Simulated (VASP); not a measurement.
## BPb with r2SCAN + D4: from relaxation to properties

What structure does BPb take at this level, and what are its properties? The steps: full relaxation (r2SCAN + D4), second relaxation, density, ELF and potential (r2SCAN + D4), band structure (r2SCAN + D4), total and projected DOS (r2SCAN + D4), zone-centre phonons (r2SCAN + D4) and field gradients at the nuclei (r2SCAN + D4). The cell is invented: it takes the structure of a Materials Project entry for GeSb (space group 225 there), with all of its atoms replaced by other elements, volume scaled by an estimate. It may not be a known or stable phase.

Calculated with VASP 6.6.1; r2SCAN with D4; plane waves and PAW (Pb_d, B); invented cell.

### 1. Starting point

Before any relaxation, the start is as follows. Symmetry: Fm-3m, No. 225, cubic system. The conventional cell has a = 5.397 Å, b = 5.397 Å, c = 5.397 Å, α = 90.00°, β = 90.00°, γ = 90.00°. Pb has 6 B at 2.70 Å nearest. B has 6 Pb at 2.70 Å nearest. It derives from GeSb. it takes the structure of a Materials Project entry for GeSb (space group 225 there), with all of its atoms replaced by other elements, volume scaled by an estimate. Farther neighbours are not listed.

Structure file:

```xyz
2
Lattice="0.0000 2.6983 2.6983 2.6983 0.0000 2.6983 2.6983 2.6983 0.0000" Properties=species:S:1:pos:R:3 pbc="T T T"
Pb    0.0000    0.0000    0.0000
B     2.6983    2.6983    2.6983
```

### 2. Full relaxation (r2SCAN + D4)

The start need not lie at this functional's minimum. ISIF = 3 frees volume, shape and positions, and EDIFFG sets the threshold on forces and stress at which the search stops. r2SCAN adds the kinetic-energy density, costs more than a GGA and is run with LASPH. A dispersion term adds the long-range attraction that semilocal functionals lack. D4 lets the coefficients depend on atomic charges too.

File INCAR:

```
SYSTEM = BPb
PREC = Accurate
ENCUT = 420
EDIFF = 1E-06
NELM = 100
ISMEAR = -1
SIGMA = 0.05
LREAL = .FALSE.
ALGO = Normal
METAGGA = R2SCAN
IVDW = 13
VDW_S6 = 1
VDW_S8 = 0.6018749
VDW_A1 = 0.51559235
VDW_A2 = 5.77342911
LASPH = .TRUE.
LORBIT = 11
LWAVE = .FALSE.
LCHARG = .FALSE.
IBRION = 2
NSW = 60
ISIF = 3
EDIFFG = -0.01
```

File POSCAR:

```
BPb
1.0
    0.0000000000      2.6982510000      2.6982510000
    2.6982510000      0.0000000000      2.6982510000
    2.6982510000      2.6982510000      0.0000000000
Pb B
1 1
Direct
    0.0000000000      0.0000000000      0.0000000000
    0.5000000000      0.5000000000      0.5000000000
```

File KPOINTS:

```
Automatic mesh
0
Gamma
9 9 9
0 0 0
```

PAW data sets: Pb_d and B (PBE family, release 64).

On the command line:

```bash
> mpirun -np 1 vasp_std
```

Output:

```text
[banner, memory and clock lines left out]
running    1 mpi-ranks, on    1 nodes
 distrk:  each k-point on    1 cores,    1 groups
 distr:  one band on    1 cores,    1 groups

 POSCAR found type information on POSCAR PbB
 POSCAR found :  2 types and       2 ions
|                                                                             |
|               ----> ADVICE to this user running VASP <----                  |
|                                                                             |
|     You enforced a specific xc type in the INCAR file but a different       |
|     [... a line on the potential file left out ...]
|     I HOPE YOU KNOW WHAT YOU ARE DOING!                                     |
|                                                                             |

 LDA part: xc-table for (None), standard interpolation
 POSCAR, INCAR and KPOINTS ok, starting setup
 FFT: planning ... GRIDC
 FFT: planning ... GRID_SOFT
 FFT: planning ... GRID
 WAVECAR not read
 entering main loop
       N       E                     dE             d eps       ncg     rms          rms(c)
DAV:   1     0.630744988230E+02    0.63074E+02   -0.75386E+03   840   0.135E+03
DAV:   2    -0.587213261417E+02   -0.12180E+03   -0.11863E+03   888   0.342E+02
DAV:   3    -0.648953312948E+02   -0.61740E+01   -0.60687E+01  1036   0.894E+01
DAV:   4    -0.650250085652E+02   -0.12968E+00   -0.12947E+00  1044   0.139E+01
DAV:   5    -0.650301534400E+02   -0.51449E-02   -0.51422E-02  1092   0.252E+00    0.197E+00
DAV:   6    -0.609584574621E+02    0.40717E+01   -0.18787E+00  1004   0.315E+01    0.116E+00
DAV:   7    -0.609496005286E+02    0.88569E-02   -0.74980E-02   976   0.321E+00    0.604E-01
DAV:   8    -0.609536537576E+02   -0.40532E-02   -0.11922E-02  1000   0.158E+00    0.226E-01
DAV:   9    -0.609552709037E+02   -0.16171E-02   -0.23965E-03   956   0.580E-01    0.562E-02
DAV:  10    -0.609551873906E+02    0.83513E-04   -0.45131E-04  1048   0.372E-01    0.132E-02
DAV:  11    -0.609551902107E+02   -0.28201E-05   -0.83729E-06  1032   0.280E-02    0.122E-02
DAV:  12    -0.609551867162E+02    0.34945E-05   -0.14945E-05  1040   0.659E-02    0.624E-04
DAV:  13    -0.609551867941E+02   -0.77909E-07   -0.28530E-07   604   0.512E-03
   1 F= -.61189834E+02 E0= -.61184715E+02  d E =-.611898E+02
 curvature:   0.00 expect dE= 0.000E+00 dE for cont linesearch  0.000E+00
 trial: gam= 0.00000 g(F)=  0.152E-60 g(S)=  0.187E+00 ort = 0.000E+00 (trialstep = 0.100E+01)
 search vector abs. value=  0.187E+00
 bond charge predicted
       N       E                     dE             d eps       ncg     rms          rms(c)
DAV:   1    -0.634346333596E+02   -0.24794E+01   -0.68342E+01  1004   0.166E+02    0.831E+00
DAV:   2    -0.612617497972E+02    0.21729E+01   -0.50636E+00  1028   0.641E+01    0.285E+00
DAV:   3    -0.610225573862E+02    0.23919E+00   -0.10154E+00   992   0.233E+01    0.412E-01
DAV:   4    -0.610242810340E+02   -0.17236E-02   -0.75830E-02   904   0.275E+00    0.222E-01
DAV:   5    -0.610238010360E+02    0.48000E-03   -0.61859E-03   956   0.727E-01    0.110E-01
DAV:   6    -0.610260862165E+02   -0.22852E-02   -0.42829E-03  1048   0.936E-01    0.653E-02
DAV:   7    -0.610258920535E+02    0.19416E-03   -0.10054E-03   984   0.199E-01    0.149E-02
DAV:   8    -0.610259103467E+02   -0.18293E-04   -0.11166E-04   932   0.918E-02    0.696E-03
DAV:   9    -0.610259066579E+02    0.36888E-05   -0.76102E-06   996   0.185E-02    0.746E-04
DAV:  10    -0.610259067883E+02   -0.13035E-06   -0.26033E-07   512   0.434E-03
   2 F= -.61278685E+02 E0= -.61275262E+02  d E =-.888503E-01
 trial-energy change:   -0.088850  1 .order   -0.086313   -0.187079    0.014453
 step:   0.9330(harm=  0.9283)  dis= 0.00000  next Energy=   -61.279168 (dE=-0.893E-01)
 bond charge predicted
       N       E                     dE             d eps       ncg     rms          rms(c)
DAV:   1    -0.610386647606E+02   -0.12758E-01   -0.34479E-01  1016   0.138E+01    0.534E-01
DAV:   2    -0.610294525657E+02    0.92122E-02   -0.19862E-02  1040   0.339E+00    0.201E-01
DAV:   3    -0.610281273235E+02    0.13252E-02   -0.58408E-03  1032   0.174E+00    0.228E-02
DAV:   4    -0.610281187069E+02    0.86166E-05   -0.27951E-04   912   0.155E-01    0.986E-03
DAV:   5    -0.610281215983E+02   -0.28914E-05   -0.24111E-05   972   0.812E-02    0.818E-03
DAV:   6    -0.610281279490E+02   -0.63507E-05   -0.19097E-05   984   0.636E-02    0.314E-03
DAV:   7    -0.610281269856E+02    0.96338E-06   -0.47954E-06  1044   0.360E-02
   3 F= -.61279106E+02 E0= -.61275641E+02  d E =-.892720E-01
 curvature:  -0.46 expect dE=-0.866E-05 dE for cont linesearch -0.866E-05
 trial: gam=-0.00991 g(F)=  0.638E-61 g(S)=  0.187E-04 ort = 0.187E-02 (trialstep = 0.987E+00)
 search vector abs. value=  0.198E-08
 reached required accuracy - stopping structural energy minimisation
```

It took 62 s on 1 MPI rank of Intel Xeon 6975P-C (Granite Rapids), shared host; peak memory 0.17 GiB.

Lines that name or quote the potential files are left out of all logs, and their timing lines are given in words.

OUTCAR, selected parts (step 2):

```text
ion  position               nearest neighbor table
   1  0.000  0.000  0.000-   2 2.70   2 2.70   2 2.70   2 2.70   2 2.70   2 2.70
   2  0.500  0.500  0.500-   1 2.70   1 2.70   1 2.70   1 2.70   1 2.70   1 2.70

  LATTYP: Found a face centered cubic cell.
 ALAT       =     5.3965020000

 Subroutine GETGRP returns: Found 48 space group operations
 (whereof 48 operations were pure point group operations)

The static configuration has the point symmetry O_h .

 Found     35 irreducible k-points:

   k-points           NKPTS =     35   k-points in BZ     NKDIM =     35   number of bands    NBANDS=     12

   dimension x,y,z NGX =    28 NGY =   28 NGZ =   28
   dimension x,y,z NGXF=    56 NGYF=   56 NGZF=   56

   ENCUT  =  420.0 eV  30.87 Ry    5.56 a.u.   6.38  6.38  6.38*2*pi/ulx,y,z

   NELECT =      17.0000    total number of electrons

 k-points in reciprocal lattice and weights: Automatic mesh
   0.00000000  0.00000000  0.00000000       0.001
   0.11111111  0.00000000  0.00000000       0.011
   0.22222222  0.00000000  0.00000000       0.011
   0.33333333  0.00000000  0.00000000       0.011
   0.44444444  0.00000000  0.00000000       0.011
   0.11111111  0.11111111  0.00000000       0.008
   0.22222222  0.11111111  0.00000000       0.033
   0.33333333  0.11111111  0.00000000       0.033
   0.44444444  0.11111111  0.00000000       0.033
[...]
-0.33333333  0.44444444  0.11111111       0.033
  -0.33333333  0.44444444  0.22222222       0.033

 average (electrostatic) potential at core
       1 -95.6467       2 -26.9550

 E-fermi :   7.6210

 k-point     1 :       0.0000    0.0000    0.0000
  band No.  band energies     occupation
    ...
      2      -9.8086      2.00000
      3      -9.8086      2.00000
      4      -9.7700      2.00000
      5      -9.7700      2.00000
      6      -5.8534      2.00000
      7       8.2468      0.00001
      8       8.2468      0.00001
      9       8.2468      0.00001
     10       9.7551      0.00000
     11      16.8900      0.00000
    ...

 k-point     2 :       0.1111    0.0000    0.0000
  band No.  band energies     occupation
    ...
      3      -9.8018      2.00000
      4      -9.7707      2.00000
      5      -9.7707      2.00000
      6      -5.6337      2.00000
      7       6.7110      2.00000
      8       8.3201      0.00000
      9       8.3201      0.00000
     10      10.8171      0.00000
     11      15.3291      0.00000
     12      15.8900      0.00000

 k-point     3 :       0.2222    0.0000    0.0000
  band No.  band energies     occupation
    ...
      3      -9.8131      2.00000
      4      -9.7299      2.00000
      5      -9.7299      2.00000
      6      -4.9718      2.00000
      7       4.3686      2.00000
      8       8.5428      0.00000
      9       8.5429      0.00000
     10      11.7421      0.00000
     11      13.7969      0.00000
     12      14.2607      0.00000

  DFT-D4 for vdW energy calculation

  Edisp (eV):   -0.25098

  Total      -0.01609    -0.01609    -0.01609     0.00000     0.00000     0.00000
  in kB      -0.73285    -0.73285    -0.73285     0.00000     0.00000     0.00000
  external pressure =       -0.73 kB  Pullay stress =        0.00 kB

  energy-cutoff  :      420.00
  volume of cell :       35.18
      direct lattice vectors                 reciprocal lattice vectors
     0.000000000  2.600612796  2.600612796    -0.192262378  0.192262378  0.192262378
     2.600612796 -0.000000000  2.600612796     0.192262378 -0.192262378  0.192262378
     2.600612796  2.600612796 -0.000000000     0.192262378  0.192262378 -0.192262378

 POSITION                                       TOTAL-FORCE (eV/Angst)
 -----------------------------------------------------------------------------------
      0.00000      0.00000      0.00000         0.000000      0.000000      0.000000
      2.60061      2.60061      2.60061        -0.000000     -0.000000     -0.000000
 -----------------------------------------------------------------------------------
    total drift:                               -0.000000      0.000000      0.000000

  FREE ENERGIE OF THE ION-ELECTRON SYSTEM (eV)
  ---------------------------------------------------
  free  energy   TOTEN  =       -61.2791062399 eV

  energy  without entropy=      -61.2721762858  energy(sigma->0) =      -61.27564126

 reached required accuracy - stopping structural energy minimisation

 total charge
# of ion       s       p       d       tot
------------------------------------------
    1        1.267   0.914   9.843  12.024
    2        0.773   0.812   0.000   1.585
--------------------------------------------------
tot          2.040   1.726   9.843  13.609

[... 3 further parts left out ...]
```

CONTCAR:

```
BPb
   1.00000000000000
     0.0000000000000000    2.6006127958855458    2.6006127958855458
     2.6006127958855458   -0.0000000000000000    2.6006127958855458
     2.6006127958855458    2.6006127958855458   -0.0000000000000000
  Pb              B
     1     1
Direct
     0.0000000000000000    0.0000000000000000    0.0000000000000000
     0.5000000000000000    0.5000000000000000    0.5000000000000000
```

This run has no spin polarisation. Its electron count is odd, so without a moment it is a metal by construction. The k-mesh is coarse for a metal. The PAW data sets were made with PBE, which is usual practice but a small mismatch for other functionals. After so large a change of volume the plane waves of the start cell no longer fit, so the final stress carries a basis-set error. Dispersion corrections of this kind ignore metallic screening and tend to overbind metals. The run keeps the 48 symmetry operations of its start, so it cannot find a distortion of lower symmetry.

Step by step:

| step | energy less that of the first step (eV) | largest force (eV/Å) | pressure (GPa) | volume (Å³) |
| --- | --- | --- | --- | --- |
| 1 | 0.0000 | 0.0000 | -6.56 | 39.29 |
| 2 | -0.0889 | 0.0000 | 0.57 | 34.89 |
| 3 | -0.0893 | 0.0000 | -0.07 | 35.18 |

| conventional cell, symmetrised | before | after | change |
| --- | --- | --- | --- |
| a (Å) | 5.397 | 5.201 | -3.6 % |
| b (Å) | 5.397 | 5.201 | -3.6 % |
| c (Å) | 5.397 | 5.201 | -3.6 % |
| volume (Å³/atom) | 19.64 | 17.59 | -10.5 % |

Final coordinates:

```xyz
2
Lattice="0.0000 2.6006 2.6006 2.6006 0.0000 2.6006 2.6006 2.6006 0.0000" Properties=species:S:1:pos:R:3 pbc="T T T"
Pb    0.0000    0.0000    0.0000
B     2.6006    2.6006    2.6006
```

Numbers from this step:

| Item | Value |
| --- | --- |
| electrons | 17 |
| bands | 12 |
| irreducible k-points | 35 |
| symmetry operations | 48 |
| free energy (TOTEN) | -61.2791 eV |
| energy at zero smearing | -61.2756 eV |
| Fermi energy | 7.621 eV |
| pressure | -0.07329 GPa |
| metallic | yes |
| SCF cycles over all ionic steps | 30 |

It ends with forces that vanish by symmetry and a pressure of -0.07 GPa.

### 3. Second relaxation

A relaxation keeps the plane waves of the cell it began with, so it is repeated from the new cell, on a basis made for it.

INCAR is that of step 2.

File POSCAR:

```
BPb
1.0
    0.0000000000      2.6006127959      2.6006127959
    2.6006127959      0.0000000000      2.6006127959
    2.6006127959      2.6006127959      0.0000000000
Pb B
1 1
Direct
    0.0000000000      0.0000000000      0.0000000000
    0.5000000000      0.5000000000      0.5000000000
```

KPOINTS is that of step 2.

On the command line:

```bash
> mpirun -np 1 vasp_std
```

Output:

```text
[banner, memory and clock lines left out]
running    1 mpi-ranks, on    1 nodes
 distrk:  each k-point on    1 cores,    1 groups
 distr:  one band on    1 cores,    1 groups

 POSCAR found type information on POSCAR PbB
 POSCAR found :  2 types and       2 ions
 [... a notice as in an earlier step ...]

 LDA part: xc-table for (None), standard interpolation
 POSCAR, INCAR and KPOINTS ok, starting setup
 FFT: planning ... GRIDC
 FFT: planning ... GRID_SOFT
 FFT: planning ... GRID
 WAVECAR not read
 entering main loop
       N       E                     dE             d eps       ncg     rms          rms(c)
DAV:   1     0.563843695651E+02    0.56384E+02   -0.75605E+03   868   0.137E+03
DAV:   2    -0.590923984718E+02   -0.11548E+03   -0.11205E+03   896   0.340E+02
DAV:   3    -0.649649115509E+02   -0.58725E+01   -0.56863E+01  1044   0.886E+01
DAV:   4    -0.651186963670E+02   -0.15378E+00   -0.14736E+00  1052   0.137E+01
DAV:   5    -0.651233804351E+02   -0.46841E-02   -0.46823E-02  1112   0.238E+00    0.237E+00
DAV:   6    -0.610360780542E+02    0.40873E+01   -0.20076E+00  1008   0.339E+01    0.125E+00
DAV:   7    -0.610236558061E+02    0.12422E-01   -0.95478E-02   988   0.336E+00    0.627E-01
DAV:   8    -0.610263635805E+02   -0.27078E-02   -0.11605E-02  1028   0.148E+00    0.244E-01
DAV:   9    -0.610276869092E+02   -0.13233E-02   -0.20708E-03   932   0.562E-01    0.500E-02
DAV:  10    -0.610276100167E+02    0.76892E-04   -0.34266E-04  1032   0.332E-01    0.127E-02
DAV:  11    -0.610276112435E+02   -0.12268E-05   -0.60792E-06  1016   0.295E-02    0.103E-02
DAV:  12    -0.610276089982E+02    0.22454E-05   -0.10661E-05  1044   0.568E-02    0.586E-04
DAV:  13    -0.610276090155E+02   -0.17320E-07   -0.17224E-07   608   0.426E-03
   1 F= -.61278588E+02 E0= -.61275124E+02  d E =-.612786E+02
 curvature:   0.00 expect dE= 0.000E+00 dE for cont linesearch  0.000E+00
 trial: gam= 0.00000 g(F)=  0.183E-60 g(S)=  0.199E-04 ort = 0.000E+00 (trialstep = 0.100E+01)
 search vector abs. value=  0.199E-04
 reached required accuracy - stopping structural energy minimisation
```

Run time: 25 s. Hardware: 1 MPI rank; peak memory 0.16 GiB.

Parts of OUTCAR (step 3):

```text
  LATTYP: Found a face centered cubic cell.
 ALAT       =     5.2012255918

The static configuration has the point symmetry O_h .

 Found     35 irreducible k-points:

   ENCUT  =  420.0 eV  30.87 Ry    5.56 a.u.   6.15  6.15  6.15*2*pi/ulx,y,z

   NELECT =      17.0000    total number of electrons

 E-fermi :   7.6211

 k-point     1 :       0.0000    0.0000    0.0000
  band No.  band energies     occupation
    ...
      2      -9.8084      2.00000
      3      -9.8084      2.00000
      4      -9.7698      2.00000
      5      -9.7698      2.00000
      6      -5.8532      2.00000
      7       8.2468      0.00001
      8       8.2468      0.00001
      9       8.2468      0.00001
     10       9.7556      0.00000
     11      16.8904      0.00000
    ...

 k-point     2 :       0.1111    0.0000    0.0000
  band No.  band energies     occupation
    ...
      3      -9.8016      2.00000
      4      -9.7705      2.00000
      5      -9.7705      2.00000
      6      -5.6336      2.00000
      7       6.7111      2.00000
      8       8.3201      0.00000
      9       8.3201      0.00000
     10      10.8175      0.00000
     11      15.3294      0.00000
     12      15.8904      0.00000

  DFT-D4 for vdW energy calculation

  Edisp (eV):   -0.25098

  Total      -0.01657    -0.01657    -0.01657     0.00000     0.00000     0.00000
  in kB      -0.75470    -0.75470    -0.75470     0.00000     0.00000     0.00000
  external pressure =       -0.75 kB  Pullay stress =        0.00 kB

  energy-cutoff  :      420.00
  volume of cell :       35.18
      direct lattice vectors                 reciprocal lattice vectors
     0.000000000  2.600612796  2.600612796    -0.192262378  0.192262378  0.192262378
     2.600612796  0.000000000  2.600612796     0.192262378 -0.192262378  0.192262378
     2.600612796  2.600612796  0.000000000     0.192262378  0.192262378 -0.192262378

 POSITION                                       TOTAL-FORCE (eV/Angst)
 -----------------------------------------------------------------------------------
      0.00000      0.00000      0.00000        -0.000000     -0.000000      0.000000
      2.60061      2.60061      2.60061         0.000000      0.000000     -0.000000
 -----------------------------------------------------------------------------------
    total drift:                               -0.000000      0.000000      0.000000

  FREE ENERGIE OF THE ION-ELECTRON SYSTEM (eV)
  ---------------------------------------------------
  free  energy   TOTEN  =       -61.2785882697 eV

  energy  without entropy=      -61.2716589115  energy(sigma->0) =      -61.27512359

 total charge
# of ion       s       p       d       tot
------------------------------------------
    1        1.267   0.914   9.843  12.024
    2        0.773   0.812   0.000   1.585
--------------------------------------------------
tot          2.041   1.726   9.843  13.609

[... 5 parts as in an earlier step ...]

[... 6 further parts left out ...]
```

CONTCAR:

```
BPb
   1.00000000000000
     0.0000000000000000    2.6006127959000001    2.6006127959000001
     2.6006127959000001    0.0000000000000000    2.6006127959000001
     2.6006127959000001    2.6006127959000001    0.0000000000000000
  Pb              B
     1     1
Direct
     0.0000000000000000    0.0000000000000000    0.0000000000000000
     0.5000000000000000    0.5000000000000000    0.5000000000000000
```

Little changed from the start: no atom moved by 0.005 Å and no cell edge by 0.1 %.

Numbers from this step:

- free energy (TOTEN): -61.2786 eV
- energy at zero smearing: -61.2751 eV
- pressure: -0.07547 GPa
- SCF cycles over all ionic steps: 13

It ends with forces that vanish by symmetry and a pressure of -0.08 GPa. The volume moved by under 0.01 %: the run met its threshold at the first step.

(Part 1 of 3 ends here.)

[Lines on the potential files, build, host, timing and source positions are cut from VASP's logs without a mark.]

[Logs are printed without paths, hosts, clocks, repeated set-up lines and the standing remarks that a program may print on its own settings, such as how far it seeks lower states.]

[Hosts, paths, dates, database ids (printed as entryN), source tags and the programs' standing remarks are cut or masked in the printed files.]

[A measured line is paired with the nearest computed mode of its activity, which favours agreement.]
